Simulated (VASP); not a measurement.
Output of a VASP run:

OSZICAR:
```
       N       E                     dE             d eps       ncg     rms          rms(c)
DAV:   1     0.800759420557E+02    0.80076E+02   -0.87794E+03   696   0.131E+03
DAV:   2    -0.775410619484E+01   -0.87830E+02   -0.80786E+02   980   0.251E+02
DAV:   3    -0.109365664439E+02   -0.31825E+01   -0.31637E+01   932   0.472E+01
DAV:   4    -0.110184121214E+02   -0.81846E-01   -0.81820E-01   964   0.644E+00
DAV:   5    -0.110187855670E+02   -0.37345E-03   -0.37344E-03   880   0.526E-01    0.167E+01
DAV:   6    -0.869448291515E+01    0.23243E+01   -0.11831E+01   788   0.254E+01    0.205E+01
DAV:   7    -0.857152840523E+01    0.12295E+00   -0.65579E-01   872   0.709E+00    0.119E+01
DAV:   8    -0.855202404401E+01    0.19504E-01   -0.16242E-01   716   0.427E+00    0.670E-01
DAV:   9    -0.855185111977E+01    0.17292E-03   -0.11597E-02   992   0.925E-01    0.239E-01
DAV:  10    -0.855247310763E+01   -0.62199E-03   -0.10291E-03   736   0.322E-01    0.635E-02
DAV:  11    -0.855253283458E+01   -0.59727E-04   -0.15401E-04   800   0.110E-01    0.305E-02
DAV:  12    -0.855254011596E+01   -0.72814E-05   -0.16163E-05   764   0.427E-02    0.875E-03
DAV:  13    -0.855254010583E+01    0.10122E-07   -0.18860E-06   760   0.155E-02
   1 F= -.85525401E+01 E0= -.85525401E+01  d E =-.855254E+01
       N       E                     dE             d eps       ncg     rms          rms(c)
DAV:   1    -0.856647599209E+01   -0.13936E-01   -0.28993E-01   792   0.514E+00    0.106E+00
DAV:   2    -0.855553861396E+01    0.10937E-01   -0.51893E-02   776   0.193E+00    0.334E-01
DAV:   3    -0.855320830921E+01    0.23303E-02   -0.54627E-03   872   0.800E-01    0.334E-01
DAV:   4    -0.855280203310E+01    0.40628E-03   -0.28380E-03  1056   0.399E-01    0.286E-01
DAV:   5    -0.855293687740E+01   -0.13484E-03   -0.14612E-04   928   0.108E-01    0.894E-02
DAV:   6    -0.855296587362E+01   -0.28996E-04   -0.26767E-04  1092   0.107E-01    0.148E-02
DAV:   7    -0.855296559014E+01    0.28348E-06   -0.23967E-06   772   0.165E-02
   2 F= -.85529656E+01 E0= -.85529656E+01  d E =-.425484E-03
       N       E                     dE             d eps       ncg     rms          rms(c)
DAV:   1    -0.855457670501E+01   -0.16108E-02   -0.31831E-02   816   0.170E+00    0.356E-01
DAV:   2    -0.855337184341E+01    0.12049E-02   -0.56685E-03   776   0.635E-01    0.110E-01
DAV:   3    -0.855311409969E+01    0.25774E-03   -0.60412E-04   884   0.264E-01    0.101E-01
DAV:   4    -0.855307302178E+01    0.41078E-04   -0.32699E-04  1064   0.135E-01    0.890E-02
DAV:   5    -0.855309017364E+01   -0.17152E-04   -0.15156E-05   836   0.373E-02    0.229E-02
DAV:   6    -0.855309382022E+01   -0.36466E-05   -0.27074E-05  1108   0.348E-02    0.703E-03
DAV:   7    -0.855309414267E+01   -0.32245E-06   -0.32344E-07   460   0.612E-03
   3 F= -.85530941E+01 E0= -.85530941E+01  d E =-.554037E-03
```

File OUTCAR:
```
------------------------ aborting loop because EDIFF is reached ----------------------------------------
  FORCE on cell =-STRESS in cart. coord.  units (eV):
  Direction    XX          YY          ZZ          XY          YZ          ZX
  --------------------------------------------------------------------------------------
  Total        0.0002985      0.0002985      0.0002985      0.0000000     -0.0000000      0.0000000
  in kB        0.0138194      0.0138194      0.0138194      0.0000000     -0.0000000      0.0000000
  external PRESSURE =       0.0138194 kB  Pullay stress =       0.0000000 kB
  volume of cell :       34.60
      direct lattice vectors                 reciprocal lattice vectors
     0.000000000  2.586351810  2.586351810    -0.193322501  0.193322501  0.193322501
     2.586351810  0.000000000  2.586351810     0.193322501 -0.193322501  0.193322501
     2.586351810  2.586351810  0.000000000     0.193322501  0.193322501 -0.193322501
  FREE ENERGIE OF THE ION-ELECTRON SYSTEM (eV)
  ---------------------------------------------------
  free  energy   TOTEN  =        -8.5530941427 eV

  energy  without entropy=       -8.5530941427  energy(sigma->0) =       -8.55309414

 reached required accuracy - stopping structural energy minimisation
```
(Selected blocks of OUTCAR.)

POSCAR:
```
SrO
1
    0.0000000000     2.5800000000     2.5800000000
    2.5800000000     0.0000000000     2.5800000000
    2.5800000000     2.5800000000     0.0000000000
Sr O
1 1
Direct
  0.0000000000   0.0000000000   0.0000000000
  0.5000000000   0.5000000000   0.5000000000
```

**Question.** Write an INCAR and KPOINTS that could have produced this output.

**Answer.** This is not unique; one that fits is the input of the run itself, optB88-vdW, plane waves, VASP's PBE PAW potentials (set 64).

**KPOINTS**
```
Automatic mesh
0
Gamma
8 8 8
0 0 0
```

### INCAR
```
AGGAC = 0.0
ALGO = Normal
EDIFF = 1E-6
EDIFFG = -0.01
ENCUT = 520
GGA = BO
IBRION = 2
ISIF = 3
ISMEAR = 0
LASPH = .TRUE.
LCHARG = .FALSE.
LMAXMIX = 4
LREAL = .FALSE.
LUSE_VDW = .TRUE.
LWAVE = .FALSE.
NELM = 100
NSW = 60
PARAM1 = 0.1833333333
PARAM2 = 0.22
PREC = Accurate
SIGMA = 0.05
SYSTEM = SrO
```

POTCAR, in this order: Sr_sv O (PBE.64 set). Program: vasp_std.

The compound is SrO in the rock salt structure. This run relaxes it. Symmetry was kept, so distortions that lower it aren't found.
